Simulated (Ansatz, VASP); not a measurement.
# Cross-check of Co3SiSb2 between VASP and Ansatz, part 2 of 2

One calculation is typed for both programs; each brings its own data sets and cutoff. How far apart do they land? The cell is invented: As first built, before any earlier steps moved the atoms (in the runner's words): it takes the Y2Co3Si structure with some of its atoms replaced by other elements, volume scaled by an estimate. It may not be a known or stable phase. The cell is taken from a series of VASP runs on this material, whose earlier steps may have relaxed, scaled or displaced it; both programs get it as it stands.

VASP 6.6.1 and Ansatz 0.2.0.

So far: Set-up; Ansatz: relaxation of cell and atoms, PBE.

### 3. VASP: relaxation of cell and atoms, PBE

Level of this step: PBE, spin-polarised from a ferromagnetic start; plane waves and PAW (Sb, Co, Si); invented cell (VASP).

The same cell, functional, mesh and smearing now go to VASP, with its own data sets and cutoff.

Lines of VASP's logs that name or quote its potential files are left out, and so is its time.

Contents of INCAR:

```
SYSTEM = Co3SiSb2
PREC = Accurate
ENCUT = 400
EDIFF = 1E-06
NELM = 100
ISMEAR = -1
SIGMA = 0.05
LREAL = .FALSE.
ALGO = Normal
GGA = PE
ISPIN = 2
MAGMOM = 0 0 2 2 2 0
LMAXMIX = 4
LORBIT = 11
LWAVE = .FALSE.
LCHARG = .FALSE.
KPAR = 2
IBRION = 2
NSW = 60
ISIF = 3
EDIFFG = -0.01
```

Contents of POSCAR:

```
Co3SiSb2
1.0
    2.6199700807      1.5126403034      3.7213104570
   -2.6199700807      1.5126403034      3.7213104570
    0.0000000000     -3.0252806067      3.7213104570
Sb Co Si
2 3 1
Direct
    0.6330277382      0.6330277382      0.6330277382
    0.3669722618      0.3669722618      0.3669722618
    0.0000000000      0.5000000000      0.0000000000
    0.5000000000      0.0000000000      0.0000000000
    0.0000000000      0.0000000000      0.5000000000
    0.0000000000      0.0000000000      0.0000000000
```

Contents of KPOINTS:

```
Automatic mesh
0
Gamma
5 5 5
0 0 0
```

PAW data sets: Sb, Co and Si (PBE family, release 64).

Started as:

```
$ mpirun -np 2 vasp_std
```

Numbers of over 12 decimals in the logs are rounded to 6 here.

The log of the run:

```text
[banner, memory and clock lines left out]
running    2 mpi-ranks, on    1 nodes
 distrk:  each k-point on    1 cores,    2 groups
 distr:  one band on    1 cores,    1 groups

 POSCAR found type information on POSCAR SbCoSi
 POSCAR found :  3 types and       6 ions
 LDA part: xc-table for (Slater+PW92), standard interpolation
 POSCAR, INCAR and KPOINTS ok, starting setup
 FFT: planning ... GRIDC
 FFT: planning ... GRID_SOFT
 FFT: planning ... GRID
 WAVECAR not read
 entering main loop
       N       E                     dE             d eps       ncg     rms          rms(c)
DAV:   1     0.232839711478E+03    0.23284E+03   -0.14094E+04  2052   0.127E+03
DAV:   2    -0.206070314359E+02   -0.25345E+03   -0.24607E+03  2058   0.313E+02
DAV:   3    -0.358620483049E+02   -0.15255E+02   -0.14470E+02  2441   0.895E+01
DAV:   4    -0.364956919445E+02   -0.63364E+00   -0.62366E+00  2520   0.169E+01
DAV:   5    -0.365203734456E+02   -0.24682E-01   -0.24635E-01  2566   0.325E+00    0.184E+01
DAV:   6    -0.442678239934E+02   -0.77475E+01   -0.80403E+01  2734   0.118E+02    0.309E+01
DAV:   7    -0.338067141088E+02    0.10461E+02   -0.41691E+01  2507   0.858E+01    0.641E+00
DAV:   8    -0.340043067334E+02   -0.19759E+00   -0.36482E+00  2548   0.109E+01    0.277E+00
DAV:   9    -0.339733211580E+02    0.30986E-01   -0.27493E-01  2707   0.579E+00    0.146E+00
DAV:  10    -0.339812798710E+02   -0.79587E-02   -0.19292E-02  3130   0.119E+00    0.141E+00
DAV:  11    -0.339942379109E+02   -0.12958E-01   -0.24790E-02  3044   0.172E+00    0.969E-01
DAV:  12    -0.340083094784E+02   -0.14072E-01   -0.55285E-02  3133   0.243E+00    0.420E-01
DAV:  13    -0.340095843557E+02   -0.12749E-02   -0.66255E-03  3063   0.689E-01    0.139E-01
DAV:  14    -0.340100349365E+02   -0.45058E-03   -0.96947E-04  2983   0.322E-01    0.119E-01
DAV:  15    -0.340101291742E+02   -0.94238E-04   -0.13817E-04  3107   0.102E-01    0.858E-02
DAV:  16    -0.340102476646E+02   -0.11849E-03   -0.47862E-04  3073   0.227E-01    0.459E-02
DAV:  17    -0.340102520358E+02   -0.43712E-05   -0.32104E-05  2608   0.450E-02    0.235E-02
DAV:  18    -0.340102620143E+02   -0.99785E-05   -0.60683E-05  3041   0.835E-02    0.753E-03
DAV:  19    -0.340102625487E+02   -0.53444E-06   -0.44820E-06  1928   0.163E-02
   1 F= -.34010263E+02 E0= -.33987976E+02  d E =-.340103E+02  mag=    -0.0005
 curvature:   0.00 expect dE= 0.000E+00 dE for cont linesearch  0.000E+00
 trial: gam= 0.00000 g(F)=  0.756E-06 g(S)=  0.196E-03 ort = 0.000E+00 (trialstep = 0.100E+01)
 search vector abs. value=  0.196E-03
 bond charge predicted
       N       E                     dE             d eps       ncg     rms          rms(c)
DAV:   1    -0.340127693868E+02   -0.25074E-02   -0.32047E-02  2173   0.222E+00    0.456E-01
DAV:   2    -0.340201549778E+02   -0.73856E-02   -0.75445E-02  2754   0.349E+00    0.795E-01
DAV:   3    -0.340103018824E+02    0.98531E-02   -0.37898E-02  2716   0.254E+00    0.816E-02
DAV:   4    -0.340103084235E+02   -0.65412E-05   -0.11658E-03  2142   0.184E-01    0.458E-02
DAV:   5    -0.340102832544E+02    0.25169E-04   -0.72152E-05  3007   0.993E-02    0.200E-02
DAV:   6    -0.340102811665E+02    0.20879E-05   -0.41903E-06  2161   0.138E-02    0.111E-02
DAV:   7    -0.340102796046E+02    0.15620E-05   -0.25149E-06  1318   0.157E-02    0.794E-04
DAV:   8    -0.340102795657E+02    0.38853E-07   -0.74252E-07  1077   0.716E-03
   2 F= -.34010280E+02 E0= -.33988133E+02  d E =-.170170E-04  mag=    -0.0000
 trial-energy change:   -0.000017  1 .order   -0.000014   -0.000196    0.000168
 step:   0.5396(harm=  0.5396)  dis= 0.00007  next Energy=   -34.010316 (dE=-0.530E-04)
 bond charge predicted
       N       E                     dE             d eps       ncg     rms          rms(c)
DAV:   1    -0.340108579618E+02   -0.57836E-03   -0.68457E-03  2173   0.103E+00    0.211E-01
DAV:   2    -0.340124407741E+02   -0.15828E-02   -0.16381E-02  2776   0.162E+00    0.368E-01
DAV:   3    -0.340103258529E+02    0.21149E-02   -0.81718E-03  2732   0.117E+00    0.371E-02
DAV:   4    -0.340103227080E+02    0.31449E-05   -0.24048E-04  2133   0.842E-02    0.207E-02
DAV:   5    -0.340103173859E+02    0.53221E-05   -0.15676E-05  2879   0.459E-02    0.866E-03
DAV:   6    -0.340103170998E+02    0.28616E-06   -0.85877E-07  1116   0.702E-03
   3 F= -.34010317E+02 E0= -.33988108E+02  d E =-.545511E-04  mag=    -0.0000
 curvature:  -0.27 expect dE=-0.213E-04 dE for cont linesearch -0.195E-04
 trial: gam= 0.00000 g(F)=  0.101E-05 g(S)=  0.779E-04 ort =-0.119E-03 (trialstep = 0.908E+00)
 search vector abs. value=  0.789E-04
 reached required accuracy - stopping structural energy minimisation
```

OUTCAR, selected parts (step 3):

```text
ion  position               nearest neighbor table
   1  0.633  0.633  0.633-   5 2.70   4 2.70   3 2.70   2 2.97   3 3.01   4 3.01   4 3.01   3 3.01
                             5 3.01   5 3.01   6 3.05   6 3.05   6 3.05   2 3.12   2 3.12   2 3.12
   2  0.367  0.367  0.367-   5 2.70   4 2.70   3 2.70   1 2.97   3 3.01   4 3.01   3 3.01   4 3.01
                             5 3.01   5 3.01   6 3.05   6 3.05   6 3.05   1 3.12   1 3.12   1 3.12
   3  0.000  0.500  0.000-   6 2.40   6 2.40   5 2.62   5 2.62   4 2.62   4 2.62   1 2.70   2 2.70
                             2 3.01   1 3.01   2 3.01   1 3.01
   4  0.500  0.000  0.000-   6 2.40   6 2.40   5 2.62   5 2.62   3 2.62   3 2.62   1 2.70   2 2.70
                             2 3.01   1 3.01   1 3.01   2 3.01
   5  0.000  0.000  0.500-   6 2.40   6 2.40   4 2.62   3 2.62   3 2.62   4 2.62   1 2.70   2 2.70
                             2 3.01   1 3.01   2 3.01   1 3.01
   6  0.000  0.000  0.000-   5 2.40   5 2.40   3 2.40   4 2.40   3 2.40   4 2.40   2 3.05   1 3.05
                             2 3.05   1 3.05   2 3.05   1 3.05

  LATTYP: Found a trigonal (rhomboedric) cell.
 ALAT       =     4.7958810899
 COS(alpha) =     0.4031216228

 Subroutine GETGRP returns: Found 12 space group operations
 (whereof 12 operations were pure point group operations)

The static configuration has the point symmetry D_3d.

 Found     19 irreducible k-points:

   k-points           NKPTS =     19   k-points in BZ     NKDIM =     19   number of bands    NBANDS=     27

   dimension x,y,z NGX =    32 NGY =   32 NGZ =   32
   dimension x,y,z NGXF=    64 NGYF=   64 NGZF=   64

   ENCUT  =  400.0 eV  29.40 Ry    5.42 a.u.   7.82  7.82  7.82*2*pi/ulx,y,z

   NELECT =      41.0000    total number of electrons

 k-points in reciprocal lattice and weights: Automatic mesh
   0.00000000  0.00000000  0.00000000       0.008
   0.20000000 -0.00000000  0.00000000       0.048
   0.40000000 -0.00000000  0.00000000       0.048
   0.20000000  0.20000000  0.00000000       0.048
   0.40000000  0.20000000  0.00000000       0.096
  -0.40000000  0.20000000  0.00000000       0.096
  -0.20000000  0.20000000  0.00000000       0.048
   0.40000000  0.40000000  0.00000000       0.048
  -0.40000000  0.40000000  0.00000000       0.048
[...]
0.40000000  0.40000000  0.40000000       0.016
  -0.40000000  0.40000000  0.40000000       0.048

 average (electrostatic) potential at core
       1 -82.1812       2 -82.1812       3 -76.9881       4 -76.9881       5 -76.9881
       6 -78.5085

 E-fermi :  11.1603

 spin component 1
 k-point     1 :       0.0000    0.0000    0.0000
  band No.  band energies     occupation
    ...
     17      10.5235      1.00000
     18      10.6311      0.99997
     19      10.6880      0.99992
     20      10.6880      0.99992
     21      11.0993      0.77185
     22      11.5359      0.00055
     23      12.0842      0.00000
     24      12.0842      0.00000
     25      12.6694      0.00000
     26      12.6694      0.00000
    ...

 k-point     2 :       0.2000   -0.0000    0.0000
  band No.  band energies     occupation
    ...
     18      10.6065      0.99998
     19      10.6933      0.99991
     20      10.8441      0.99821
     21      11.1088      0.73682
     22      11.1253      0.66820
     23      11.7820      0.00000
     24      11.8774      0.00000
     25      12.7378      0.00000
     26      13.0031      0.00000
     27      14.1918      0.00000

 k-point     3 :       0.4000   -0.0000    0.0000
  band No.  band energies     occupation
    ...
     17      10.5523      0.99999
     18      10.6809      0.99993
     19      10.7781      0.99952
     20      10.7915      0.99937
     21      10.9450      0.98670
     22      11.4807      0.00164
     23      11.8320      0.00000
     24      12.1397      0.00000
     25      13.2296      0.00000
     26      13.4904      0.00000
    ...

 k-point     4 :       0.2000    0.2000    0.0000
  band No.  band energies     occupation
    ...
     17      10.4070      1.00000
     18      10.5515      0.99999
     19      10.6324      0.99997
     20      10.8014      0.99924
     21      10.9621      0.98138
     22      11.3268      0.03455
     23      11.9119      0.00000
     24      11.9523      0.00000
     25      13.4674      0.00000
     26      13.9620      0.00000
    ...

 k-point     5 :       0.4000    0.2000    0.0000
  band No.  band energies     occupation
    ...
     17      10.3277      1.00000
     18      10.5251      1.00000
     19      10.6159      0.99998
     20      10.8468      0.99811
     21      11.0159      0.94724
     22      11.4602      0.00248
     23      12.3824      0.00000
     24      12.4983      0.00000
     25      13.5972      0.00000
     26      13.9488      0.00000
    ...

 k-point     6 :      -0.4000    0.2000    0.0000
  band No.  band energies     occupation
    ...
     17      10.3467      1.00000
     18      10.4859      1.00000
     19      10.6511      0.99996
     20      10.8866      0.99582
     21      10.9938      0.96544
     22      11.7149      0.00002
     23      12.2085      0.00000
     24      12.4756      0.00000
     25      13.4105      0.00000
     26      14.7026      0.00000
    ...

  Total        0.0573641      0.0573641      0.0557093      0.0000000      0.0000000     -0.0000000
  in kB        1.0398445      1.0398444      1.0098483      0.0000000      0.0000000     -0.0000000
  external PRESSURE =       1.0298457 kB  Pullay stress =       0.0000000 kB

  energy-cutoff  :      400.00
  volume of cell :       88.39
      direct lattice vectors                 reciprocal lattice vectors
     2.619130850  1.512155774  3.719439707     0.190903024  0.110217922  0.089619233
    -2.619130850  1.512155774  3.719439707    -0.190903024  0.110217922  0.089619233
     0.000000000 -3.024311547  3.719439707     0.000000000 -0.220435843  0.089619233

 POSITION                                       TOTAL-FORCE (eV/Angst)
 -----------------------------------------------------------------------------------
      0.00000      0.00000      7.06345        -0.000000     -0.000000     -0.003241
      0.00000      0.00000      4.09487         0.000000      0.000000      0.003241
     -1.30957      0.75608      1.85972        -0.000000      0.000000     -0.000000
      1.30957      0.75608      1.85972         0.000000     -0.000000     -0.000000
      0.00000     -1.51216      1.85972        -0.000000     -0.000000     -0.000000
      0.00000     -0.00000      0.00000         0.000000      0.000000     -0.000000
 -----------------------------------------------------------------------------------
    total drift:                               -0.000000      0.000000     -0.000000

  FREE ENERGIE OF THE ION-ELECTRON SYSTEM (eV)
  ---------------------------------------------------
  free  energy   TOTEN  =       -34.0103170998 eV

  energy  without entropy=      -33.9658990279  energy(sigma->0) =      -33.98810806

 reached required accuracy - stopping structural energy minimisation

 total charge
# of ion       s       p       d       tot
------------------------------------------
    1        1.204   1.093   0.095   2.393
    2        1.204   1.093   0.095   2.393
    3        0.398   0.415   7.469   8.282
    4        0.398   0.415   7.469   8.282
    5        0.398   0.415   7.469   8.282
    6        0.761   0.849   0.000   1.609
--------------------------------------------------
tot          4.364   4.280  22.597  31.241

 magnetization (x)
# of ion       s       p       d       tot
------------------------------------------
    1       -0.000   0.000   0.000  -0.000
    2       -0.000   0.000   0.000  -0.000
    3       -0.000  -0.000  -0.000  -0.000
    4       -0.000  -0.000  -0.000  -0.000
    5       -0.000  -0.000  -0.000  -0.000
    6        0.000   0.000   0.000   0.000
--------------------------------------------------
tot         -0.000   0.000  -0.000  -0.000

[... 1 further part left out ...]
```

CONTCAR:

```
Co3SiSb2
   1.00000000000000
     2.6191308503974668    1.5121557736818907    3.7194397073469792
    -2.6191308503974668    1.5121557736818907    3.7194397073469792
     0.0000000000000000   -3.0243115472638635    3.7194397073469996
  Sb              Co              Si
     2     3     1
Direct
     0.6330212158355518    0.6330212158355518    0.6330212158355518
     0.3669787841644482    0.3669787841644482    0.3669787841644482
     0.0000000000000000    0.5000000000000000    0.0000000000000000
     0.5000000000000000    0.0000000000000000    0.0000000000000000
     0.0000000000000000    0.0000000000000000    0.5000000000000000
     0.0000000000000000    0.0000000000000000    0.0000000000000000
```

The moments of VASP's start collapse, so its state is non-magnetic.

### 4. Differences

Known differences besides the potentials themselves: both relaxations stop at a tolerance, which leaves soft axes loose, and VASP keeps its plane-wave basis; the data sets hold 85 valence electrons in Ansatz (default PAW (the set named soft_2) files) and 41 in VASP; the cutoff is 420 eV in Ansatz and 400 eV in VASP; VASP leaves aspherical gradient terms in its spheres out (LASPH is not set), Ansatz keeps them; Ansatz adds a Pulay correction to the stress that steers its cell, VASP none. Total energies have different zeros and are not compared.

Both answers:

```tsv
quantity	Ansatz	VASP	difference
volume (Å³)	88.64	88.39	+0.29 %
edge a after relaxation, in the typed setting (Å)	4.798	4.794	+0.09 %
```

The walks stopped with -0.01 GPa left in Ansatz and 0.10 GPa in VASP; each walk ends within a tolerance, so the volume difference is uncertain by about these residues over the bulk modulus, most in soft cells.

### 5. Summary of results

| Item | Value |
| --- | --- |
| difference in volume (relaxation of cell and atoms, PBE) | 0.29 % |

In words: The difference in volume is 0.29 % (relaxation of cell and atoms, PBE), within the 1.2 % picked in this series as the mark of a large difference, as far as the stopping tolerances let one tell. How closely two codes agree says nothing of how well the functional describes the real material.

[Lines on the potential files, build, host, timing and source positions are cut from VASP's logs without a mark.]

[Logs are printed without paths, hosts, clocks, repeated set-up lines and the standing remarks that a program may print on its own settings, such as how far it seeks lower states.]

[Hosts, paths, dates, database ids (printed as entryN), source tags and the programs' standing remarks are cut or masked in the printed files.]
